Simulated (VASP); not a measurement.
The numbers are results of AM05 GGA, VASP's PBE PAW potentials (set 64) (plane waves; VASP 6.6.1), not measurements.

Input for VASP

### INCAR
```
# general
SYSTEM   =  AuAl2
PREC     =  Accurate
ENCUT    =  520
LREAL    =  .False.
LASPH    =  .True.

# electronic loop
EDIFF    =  1E-7
NELM     =  100
ALGO     =  Normal
LMAXMIX  =  6

# smearing
ISMEAR   =  1
SIGMA    =  0.1

# functional
GGA      =  AM

# ions
ISIF     =  2

# output
LWAVE    =  .False.
LCHARG   =  .False.
```

File POSCAR:
```
AuAl2
1
    0.0000000000     3.0548044599     3.0548044599
    3.0548044599     0.0000000000     3.0548044599
    3.0548044599     3.0548044599     0.0000000000
Al Au
2 1
Direct
  0.2500000000   0.2500000000   0.2500000000
  0.7500000000   0.7500000000   0.7500000000
  0.0000000000   0.0000000000   0.0000000000
```

**KPOINTS**
```
Automatic mesh
0
Gamma
9 9 9
0 0 0
```

POTCAR, in this order: Al Au (PBE.64 set). Program: vasp_std.

The resulting files:

**OSZICAR**
```
       N       E                     dE             d eps       ncg     rms          rms(c)
DAV:   1     0.584454838584E+02    0.58445E+02   -0.69950E+03   840   0.117E+03
DAV:   2    -0.119982748500E+02   -0.70444E+02   -0.64622E+02   944   0.200E+02
DAV:   3    -0.140222127927E+02   -0.20239E+01   -0.19983E+01  1056   0.329E+01
DAV:   4    -0.140387852107E+02   -0.16572E-01   -0.16568E-01   984   0.358E+00
DAV:   5    -0.140390303545E+02   -0.24514E-03   -0.24514E-03  1044   0.464E-01    0.857E+00
DAV:   6    -0.129169826406E+02    0.11220E+01   -0.63218E+00   948   0.279E+01    0.407E+00
DAV:   7    -0.128314029365E+02    0.85580E-01   -0.30339E-01   904   0.656E+00    0.181E+00
DAV:   8    -0.127984560473E+02    0.32947E-01   -0.34708E-02   968   0.137E+00    0.397E-01
DAV:   9    -0.127970679635E+02    0.13881E-02   -0.41774E-03  1016   0.756E-01    0.189E-01
DAV:  10    -0.127972673050E+02   -0.19934E-03   -0.35164E-04   904   0.145E-01    0.363E-02
DAV:  11    -0.127972704841E+02   -0.31791E-05   -0.13578E-05   996   0.296E-02    0.138E-02
DAV:  12    -0.127972781407E+02   -0.76566E-05   -0.16924E-05   896   0.267E-02    0.422E-03
DAV:  13    -0.127972781245E+02    0.16160E-07   -0.16627E-07   804   0.373E-03
   1 F= -.12797278E+02 E0= -.12796639E+02  d E =-.191843E-02
```

**OUTCAR**
```
------------------------ aborting loop because EDIFF is reached ----------------------------------------
  FORCE on cell =-STRESS in cart. coord.  units (eV):
  Direction    XX          YY          ZZ          XY          YZ          ZX
  --------------------------------------------------------------------------------------
  Total       -2.0443124     -2.0443124     -2.0443124     -0.0000000     -0.0000000     -0.0000000
  in kB      -57.4483545    -57.4483545    -57.4483545     -0.0000000     -0.0000000     -0.0000000
  external PRESSURE =     -57.4483545 kB  Pullay stress =       0.0000000 kB
  volume of cell :       57.01
      direct lattice vectors                 reciprocal lattice vectors
     0.000000000  3.054804460  3.054804460    -0.163676597  0.163676597  0.163676597
     3.054804460  0.000000000  3.054804460     0.163676597 -0.163676597  0.163676597
     3.054804460  3.054804460  0.000000000     0.163676597  0.163676597 -0.163676597
 POSITION                                       TOTAL-FORCE (eV/Angst)
 -----------------------------------------------------------------------------------
      1.52740      1.52740      1.52740        -0.000000     -0.000000      0.000000
      4.58221      4.58221      4.58221         0.000000     -0.000000     -0.000000
      0.00000      0.00000      0.00000        -0.000000      0.000000      0.000000
 -----------------------------------------------------------------------------------
    total drift:                                0.000000     -0.000000      0.000000
  FREE ENERGIE OF THE ION-ELECTRON SYSTEM (eV)
  ---------------------------------------------------
  free  energy   TOTEN  =       -12.7972781245 eV

  energy  without entropy=      -12.7953596955  energy(sigma->0) =      -12.79663865
```
(Selected blocks of OUTCAR.)

### OUTCAR
```
 val. band max:        7.0780467239   @ k =  -0.3333   0.2222   0.0000

 cond. band min:       7.1377785963   @ k =   0.4444   0.2222   0.1111


 Fermi energy:         7.1155414271

 k-point     1 :       0.0000    0.0000    0.0000
  band No.  band energies     occupation
      1      -3.0661      2.00000
      2       0.7819      2.00000
      3       0.7819      2.00000
      4       0.7819      2.00000
      5       1.6803      2.00000
      6       1.6803      2.00000
      7       9.0525     -0.00000
      8      10.0183      0.00000
      9      10.0183      0.00000
     10      10.0183      0.00000
     11      10.7631      0.00000
     12      10.7631      0.00000

 k-point     2 :       0.1111    0.0000    0.0000
  band No.  band energies     occupation
      1      -2.9110      2.00000
      2       0.7300      2.00000
      3       0.8195      2.00000
      4       0.8195      2.00000
      5       1.6727      2.00000
      6       1.6727      2.00000
      7       7.8806     -0.00000
      8       9.3201      0.00000
      9       9.3970      0.00000
     10       9.3970      0.00000
     11      11.4049      0.00000
     12      11.4049      0.00000

 k-point     3 :       0.2222    0.0000    0.0000
  band No.  band energies     occupation
      1      -2.4618      2.00000
      2       0.6170      2.00000
      3       0.9061      2.00000
      4       0.9061      2.00000
      5       1.6714      2.00000
      6       1.6714      2.00000
      7       5.6461      2.00000
      8       8.5989     -0.00000
      9       8.5989     -0.00000
     10       9.5478      0.00000
     11      11.3615      0.00000
     12      11.3615      0.00000

 k-point     4 :       0.3333    0.0000    0.0000
  band No.  band energies     occupation
      1      -1.7933      2.00000
      2       0.5577      2.00000
      3       0.9797      2.00000
      4       0.9797      2.00000
      5       1.7140      2.00000
      6       1.7140      2.00000
...
```

Unless said otherwise, spin-orbit coupling is left out, though it shifts the bands of the heavy elements here.

The compound is AuAl2 in the fluorite structure. This cell is one point of a volume scan, at 1.06 of the reference volume. The electron count is odd and the run is not spin-polarised, which forces a metal.
